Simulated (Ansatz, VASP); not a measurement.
# Ta24Si13N24O26 (amorphous SiO2 against TaN(100), 7.6 A): VASP beside Ansatz, part 2 of 3

Aim: how closely do two programs agree when they are given the same cell, functional and k mesh? Of the first pair: The structure shown is the start of the Ansatz relaxation below; VASP solves that cell, so the two are compared at the walk's first step.

VASP 6.6.1 and Ansatz 0.2.0.

So far: The structure; Ansatz: relaxation, PBE.

## (3) VASP: single point, PBE, start cell, pair 1

Level of this step: PBE; plane waves and PAW (Ta_pv, N, Si, O) (VASP).

The same cell, functional, mesh and smearing now go to VASP, with its own data sets.

Lines of VASP's logs that name or quote its potential files are left out, and so is its time.

Input file INCAR:

```
SYSTEM = Ta24Si13N24O26
PREC = Accurate
ENCUT = 520
EDIFF = 1E-06
NELM = 120
ISMEAR = -1
SIGMA = 0.1
LREAL = Auto
ALGO = Normal
GGA = PE
NBANDS = 360
LASPH = .TRUE.
LORBIT = 11
LWAVE = .FALSE.
LCHARG = .FALSE.
ISIF = 2
GGA_COMPAT = .FALSE.
KPAR = 4
```

Input file POSCAR:

```
Ta24Si13N24O26
1.0
    8.8200000000      0.0000000000      0.0000000000
    0.0000000000      8.8200000000      0.0000000000
    0.0000000000      0.0000000000     14.4537300000
Ta N Si O
24 24 13 26
Direct
    0.0077777778      0.0169047619      0.2129415729
    0.0110884354      0.2253628118      0.0658791883
    0.2619160998      0.0096712018      0.0642879035
    0.2525056689      0.2390249433      0.2047983462
    0.0046371882      0.2404648526      0.3625223385
    0.2460884354      0.0008276644      0.3640305997
    0.0058503401      0.5095691610      0.2083268471
    0.9987755102      0.7358616780      0.0655125009
    0.2327437642      0.5108956916      0.0651734881
    0.2471655329      0.7296598639      0.2081400441
    0.0091836735      0.7357142857      0.3516116601
    0.2526643991      0.5091609977      0.3731009227
    0.5053854875      0.0094897959      0.2104093545
    0.5138208617      0.2400000000      0.0760011430
    0.7536848073      0.9992743764      0.0606210300
    0.7512811791      0.2359070295      0.2075312047
    0.5024149660      0.2374149660      0.3774596592
    0.7594444444      0.0195351474      0.3503524696
    0.5092403628      0.5087755102      0.2165600160
    0.5056575964      0.7239342404      0.0570717732
    0.7579251701      0.5038888889      0.0688196057
    0.7530385488      0.7273015873      0.2125679669
    0.5153628118      0.7429024943      0.3673999722
    0.7581746032      0.5147392290      0.3745884280
    0.2569274376      0.9823582766      0.2143391360
    0.1913151927      0.1714625850      0.9765576083
    0.0001360544      0.9860657596      0.0656577921
    0.0022562358      0.2632312925      0.2126717463
    0.2542290249      0.2511678005      0.3603775634
    0.0042176871      0.9924376417      0.3714266144
    0.2602607710      0.4861564626      0.2158197227
    0.2535827664      0.7589569161      0.0598599808
    0.9994671202      0.5304988662      0.9982405926
    0.0009070295      0.7690249433      0.2105615644
    0.2618707483      0.7501020408      0.3597272123
    0.0058276644      0.4975170068      0.3605505292
    0.7560544218      0.9773356009      0.2076003910
    0.7626530612      0.2478117914      0.0561170023
    0.5061111111      0.9854308390      0.0603996339
    0.5027891156      0.2597732426      0.2226968402
    0.7476530612      0.2607142857      0.3663690964
    0.5091723356      0.9958730159      0.3579491246
    0.7557709751      0.4805895692      0.2184280459
    0.7512585034      0.7455555556      0.0641426123
    0.4941269841      0.4856349206      0.0702794365
    0.5003514739      0.7587981859      0.2130868641
    0.7648639456      0.7650226757      0.3589384885
    0.5036848073      0.4932426304      0.3700913190
    0.6929705215      0.0264739229      0.8398316559
    0.5208730159      0.5630045351      0.7320324927
    0.2070861678      0.5403287982      0.6185877279
    0.0384467120      0.2579591837      0.6009867349
    0.2933333333      0.2659070295      0.8983978530
    0.3518140590      0.0948526077      0.5688220273
    0.0450000000      0.4972448980      0.8755179459
    0.1223015873      0.7858956916      0.7484434814
    0.6295691610      0.3450000000      0.8554885140
    0.8643083900      0.9746258503      0.6653784179
    0.6995351474      0.7118367347      0.5639374750
    0.5646938776      0.6430612245      0.8872588598
    0.3720748299      0.0213038549      0.7696421616
    0.4323242630      0.0260884354      0.6628323623
    0.2766213152      0.8661111111      0.7867588505
    0.7454195011      0.2046598639      0.8528525163
    0.9961451247      0.2775850340      0.4932705952
    0.2843764172      0.9692743764      0.4967921775
    0.2416553288      0.5239342404      0.5086368709
    0.0692517007      0.4232312925      0.6498599323
    0.0068594104      0.9233673469      0.7285593407
    0.2842063492      0.1795351474      0.7981607516
    0.0660657596      0.6728004535      0.8307613329
    0.3601133787      0.5222562358      0.6814919055
    0.6981859410      0.4932993197      0.9130099981
    0.7223922902      0.9679591837      0.7356094240
    0.7747278912      0.9404648526      0.9241697472
    0.6402494331      0.6506122449      0.6640431224
    0.9002154195      0.1514512472      0.6402084445
    0.4699886621      0.2064739229      0.5116810678
    0.2020634921      0.1766893424      0.6108734562
    0.2336394558      0.4441836735      0.8996570435
    0.7828231293      0.5724489796      0.5072323891
    0.4796712018      0.2911678005      0.9212016552
    0.5086054422      0.0060884354      0.8456571418
    0.8202380952      0.8580045351      0.5801478234
    0.1436961451      0.7076190476      0.6474730052
    0.5559750567      0.7703741497      0.5013584729
    0.5882426304      0.3887414966      0.7500486034
```

Input file KPOINTS:

```
Automatic mesh
0
Gamma
2 2 1
0 0 0
```

Potentials, in the order of the species: Ta_pv, N, Si and O (PBE family, release 64).

The run is started by

```console
> mpirun -np 8 vasp_std
```

Numbers of over 12 decimals in the logs are rounded to 6 here.

Log:

```text
[banner, memory and clock lines left out]
running    8 mpi-ranks, on    1 nodes
[...]
|                                                                             |
|           W    W    AA    RRRRR   N    N  II  N    N   GGGG   !!!           |
|           W    W   A  A   R    R  NN   N  II  NN   N  G    G  !!!           |
|           W    W  A    A  R    R  N N  N  II  N N  N  G       !!!           |
|           W WW W  AAAAAA  RRRRR   N  N N  II  N  N N  G  GGG   !            |
|           WW  WW  A    A  R   R   N   NN  II  N   NN  G    G                |
|           W    W  A    A  R    R  N    N  II  N    N   GGGG   !!!           |
|                                                                             |
|     For optimal performance we recommend to set                             |
|       NCORE = 2 up to number-of-cores-per-socket                            |
|     NCORE specifies how many cores store one orbital (NPAR=cpu/NCORE).      |
|     This setting can greatly improve the performance of VASP for DFT.       |
|     The default, NCORE=1 might be grossly inefficient on modern             |
|     multi-core architectures or massively parallel machines. Do your        |
|     Unfortunately you need to use the default for GW and RPA                |
|     calculations (for HF NCORE is supported but not extensively tested      |
|     yet).                                                                   |
|                                                                             |

 LDA part: xc-table for (Slater+PW92), standard interpolation
 POSCAR, INCAR and KPOINTS ok, starting setup
[...]
entering main loop
       N       E                     dE             d eps       ncg     rms          rms(c)
DAV:   1     0.549683835796E+04    0.54968E+04   -0.32138E+05  2888   0.163E+03
DAV:   2    -0.404052577205E+03   -0.59009E+04   -0.56936E+04  3328   0.460E+02
DAV:   3    -0.926715669154E+03   -0.52266E+03   -0.51420E+03  3432   0.133E+02
DAV:   4    -0.942634080175E+03   -0.15918E+02   -0.15750E+02  3384   0.231E+01
[...]
DAV:  20    -0.819839291131E+03   -0.33507E-05   -0.11470E-05  3016   0.982E-03    0.589E-03
DAV:  21    -0.819839292392E+03   -0.12607E-05   -0.44132E-06  2664   0.646E-03    0.376E-03
DAV:  22    -0.819839293029E+03   -0.63705E-06   -0.22211E-06  2160   0.416E-03
   1 F= -.81983929E+03 E0= -.81946036E+03  d E =-.757866E+00
```

OUTCAR, selected parts (step 3):

```text
  FREE ENERGIE OF THE ION-ELECTRON SYSTEM (eV)
  ---------------------------------------------------
  free  energy   TOTEN  =      -819.8392930289 eV

  energy  without entropy=     -819.0814272891  energy(sigma->0) =     -819.46036016
```

The run ends at a pressure of -0.89 GPa, with forces up to 2.0 eV/Å.

## (4) Differences

Known differences besides the potentials themselves: the data sets hold 640 valence electrons in Ansatz (on its default PAW (the set named soft_2) files) and 592 in VASP; the cutoff is 420 eV in Ansatz and 520 eV in VASP (PREC = Accurate, projectors in real space). Total energies have different zeros and are not compared.

Forces on 10 of the 87 atoms, those with the largest forces and the largest differences (eV/Å; atoms numbered as in POSCAR):

```
atom          Ansatz x, y, z           VASP x, y, z
 Ta1   -0.054, -1.018, 0.815  -0.052, -1.008, 0.822
 Ta2   -0.253, 1.589, -0.702  -0.249, 1.612, -0.722
 Ta9   0.423, -1.224, -0.169  0.416, -1.246, -0.189
Ta11   -0.220, 1.366, -0.408  -0.218, 1.372, -0.363
Ta18   0.194, -1.246, -0.293  0.196, -1.245, -0.253
Ta20    -0.216, 1.091, 0.844   -0.215, 1.099, 0.817
Ta21   0.344, -1.535, -1.225  0.357, -1.545, -1.253
 N26  -0.016, -0.475, -0.230  0.002, -0.441, -0.275
Si52   0.080, -0.191, -0.137  0.043, -0.192, -0.097
Si59   -0.016, 0.224, -0.386   0.017, 0.241, -0.335
```

The forces differ by 16 meV/Å r.m.s., which is 3.8 % of the r.m.s. force of 0.422 eV/Å (both taken over all components).

## (5) Ansatz: relaxation, PBE

This run makes the geometry at which the two programs are then compared. The cell compared in this pair holds 1135.22 Å³, against 1124.39 Å³ for the pair before.

The structure compared here is the end of the Ansatz relaxation.

Input file input.yaml:

```yaml
crystal:
  lattice:
    - [8.82, 0.0, 0.0]
    - [0.0, 8.82, 0.0]
    - [0.0, 0.0, 14.45373]
  atoms:
    - { symbol: Ta, position: [0.00778, 0.01691, 0.21294] }
    - { symbol: "N", position: [0.25693, 0.98236, 0.21434] }
    - { symbol: Ta, position: [0.01109, 0.22536, 0.06588] }
    - { symbol: "N", position: [0.19131, 0.17146, 0.97656] }
    - { symbol: Ta, position: [0.26192, 0.00967, 0.06429] }
    - { symbol: "N", position: [0.00014, 0.98607, 0.06566] }
    - { symbol: Ta, position: [0.2525, 0.23903, 0.2048] }
    - { symbol: "N", position: [0.00226, 0.26323, 0.21267] }
    - { symbol: Ta, position: [0.00464, 0.24047, 0.36252] }
    - { symbol: "N", position: [0.25423, 0.25117, 0.36038] }
    - { symbol: Ta, position: [0.24609, 0.00083, 0.36403] }
    - { symbol: "N", position: [0.00422, 0.99244, 0.37143] }
    - { symbol: Ta, position: [0.00585, 0.50957, 0.20833] }
    - { symbol: "N", position: [0.26026, 0.48616, 0.21582] }
    - { symbol: Ta, position: [0.99877, 0.73586, 0.06551] }
    - { symbol: "N", position: [0.25358, 0.75896, 0.05986] }
    - { symbol: Ta, position: [0.23274, 0.5109, 0.06517] }
    - { symbol: "N", position: [0.99947, 0.5305, 0.99824] }
    - { symbol: Ta, position: [0.24716, 0.72966, 0.20814] }
    - { symbol: "N", position: [0.00091, 0.76903, 0.21056] }
    - { symbol: Ta, position: [0.00918, 0.73572, 0.35161] }
    - { symbol: "N", position: [0.26187, 0.7501, 0.35973] }
    - { symbol: Ta, position: [0.25267, 0.50916, 0.3731] }
    - { symbol: "N", position: [0.00583, 0.49752, 0.36055] }
    - { symbol: Ta, position: [0.50539, 0.00949, 0.21041] }
    - { symbol: "N", position: [0.75605, 0.97734, 0.2076] }
    - { symbol: Ta, position: [0.51382, 0.24, 0.076] }
    - { symbol: "N", position: [0.76265, 0.24781, 0.05612] }
    - { symbol: Ta, position: [0.75368, 0.99927, 0.06062] }
    - { symbol: "N", position: [0.50611, 0.98543, 0.0604] }
    - { symbol: Ta, position: [0.75128, 0.23591, 0.20753] }
    - { symbol: "N", position: [0.50279, 0.25977, 0.2227] }
    - { symbol: Ta, position: [0.50242, 0.23741, 0.37746] }
    - { symbol: "N", position: [0.74765, 0.26071, 0.36637] }
    - { symbol: Ta, position: [0.75944, 0.01954, 0.35035] }
    - { symbol: "N", position: [0.50917, 0.99587, 0.35795] }
    - { symbol: Ta, position: [0.50924, 0.50878, 0.21656] }
    - { symbol: "N", position: [0.75577, 0.48059, 0.21843] }
    - { symbol: Ta, position: [0.50566, 0.72393, 0.05707] }
    - { symbol: "N", position: [0.75126, 0.74556, 0.06414] }
    - { symbol: Ta, position: [0.75792, 0.50389, 0.06882] }
    - { symbol: "N", position: [0.49413, 0.48563, 0.07028] }
    - { symbol: Ta, position: [0.75304, 0.7273, 0.21257] }
    - { symbol: "N", position: [0.50035, 0.7588, 0.21309] }
    - { symbol: Ta, position: [0.51536, 0.7429, 0.3674] }
    - { symbol: "N", position: [0.76486, 0.76502, 0.35894] }
    - { symbol: Ta, position: [0.75817, 0.51474, 0.37459] }
    - { symbol: "N", position: [0.50368, 0.49324, 0.37009] }
    - { symbol: Si, position: [0.69297, 0.02647, 0.83983] }
    - { symbol: Si, position: [0.52087, 0.56301, 0.73203] }
    - { symbol: Si, position: [0.20709, 0.54033, 0.61859] }
    - { symbol: Si, position: [0.03845, 0.25796, 0.60099] }
    - { symbol: Si, position: [0.29333, 0.26591, 0.8984] }
    - { symbol: Si, position: [0.35181, 0.09485, 0.56882] }
    - { symbol: Si, position: [0.045, 0.49725, 0.87552] }
    - { symbol: Si, position: [0.1223, 0.7859, 0.74844] }
    - { symbol: Si, position: [0.62957, 0.345, 0.85549] }
    - { symbol: Si, position: [0.86431, 0.97463, 0.66538] }
    - { symbol: Si, position: [0.69954, 0.71184, 0.56394] }
    - { symbol: Si, position: [0.56469, 0.64306, 0.88726] }
    - { symbol: Si, position: [0.37208, 0.0213, 0.76964] }
    - { symbol: O, position: [0.43232, 0.02609, 0.66283] }
    - { symbol: O, position: [0.27662, 0.86611, 0.78676] }
    - { symbol: O, position: [0.74542, 0.20466, 0.85285] }
    - { symbol: O, position: [0.99615, 0.27759, 0.49327] }
    - { symbol: O, position: [0.28438, 0.96927, 0.49679] }
    - { symbol: O, position: [0.24165, 0.52393, 0.50864] }
    - { symbol: O, position: [0.06925, 0.42323, 0.64986] }
    - { symbol: O, position: [0.00686, 0.92337, 0.72856] }
    - { symbol: O, position: [0.28421, 0.17953, 0.79816] }
    - { symbol: O, position: [0.06607, 0.6728, 0.83076] }
    - { symbol: O, position: [0.36011, 0.52226, 0.68149] }
    - { symbol: O, position: [0.69819, 0.4933, 0.91301] }
    - { symbol: O, position: [0.72239, 0.96796, 0.73561] }
    - { symbol: O, position: [0.77473, 0.94047, 0.92417] }
    - { symbol: O, position: [0.64025, 0.65061, 0.66404] }
    - { symbol: O, position: [0.90022, 0.15145, 0.64021] }
    - { symbol: O, position: [0.46999, 0.20647, 0.51168] }
    - { symbol: O, position: [0.20206, 0.17669, 0.61087] }
    - { symbol: O, position: [0.23364, 0.44418, 0.89966] }
    - { symbol: O, position: [0.78282, 0.57245, 0.50723] }
    - { symbol: O, position: [0.47967, 0.29117, 0.9212] }
    - { symbol: O, position: [0.50861, 0.00609, 0.84566] }
    - { symbol: O, position: [0.82024, 0.85801, 0.58015] }
    - { symbol: O, position: [0.1437, 0.70762, 0.64747] }
    - { symbol: O, position: [0.55598, 0.77037, 0.50136] }
    - { symbol: O, position: [0.58824, 0.38874, 0.75005] }
kpoints:
  mp_grid: { grid: [2, 2, 1] }
hamiltonian:
  xc: pbe
scf:
  occupations: { method: fermi_dirac, width: 0.1 }
output:
  forces: true
relax:
  f_tol: 0.08
  max_steps: 90
  cell: { fix: [a, b, alpha, beta, gamma] }
```

The run is started by

```console
> ansatz run input.yaml --threads 4 --pin off --max-ram 8192MiB --backend cpu --events-out ev --progress --plain --runs-dir out
```

Log:

```text
[...]
Crystal: 87 atoms, lattice volume = 1124.390 Å³
Basis set: ecut = 420 eV, 21937 PW (Γ), exchange–correlation on 120×120×200 points (8 copies of the dense FFT grid, shifted against one another)
Bands: 407, of which v1, the nominal top of the filled ones, is band 320 counted from 1 (319 counted from 0)
Symmetry: 1 space group operations
[...]
k-points: 4
[...]
- { symbol: O, position: [0.747753, 0.211321, 0.847451] }
    - { symbol: O, position: [0.997297, 0.278217, 0.492067] }
    - { symbol: O, position: [0.282617, 0.979860, 0.496483] }
    - { symbol: O, position: [0.230546, 0.521159, 0.509033] }
    - { symbol: O, position: [0.057374, 0.419846, 0.647940] }
    - { symbol: O, position: [0.00581051, 0.915637, 0.734105] }
[...]
- { symbol: O, position: [0.820202, 0.843911, 0.584991] }
    - { symbol: O, position: [0.135062, 0.703771, 0.648962] }
    - { symbol: O, position: [0.553736, 0.772189, 0.504559] }
    - { symbol: O, position: [0.573138, 0.389610, 0.756649] }
[key lines of the parts left out:]
P = ⅓ Tr σ = -4.7174 GPa (-47.174 kbar)
```

(Part 2 of 3 ends here.)

[Lines on the potential files, build, host, timing and source positions are cut from VASP's logs without a mark.]

[Logs are printed without paths, hosts, clocks, repeated set-up lines and the standing remarks that a program may print on its own settings, such as how far it seeks lower states.]

[Hosts, paths, dates, database ids (printed as entryN), source tags and the programs' standing remarks are cut or masked in the printed files.]
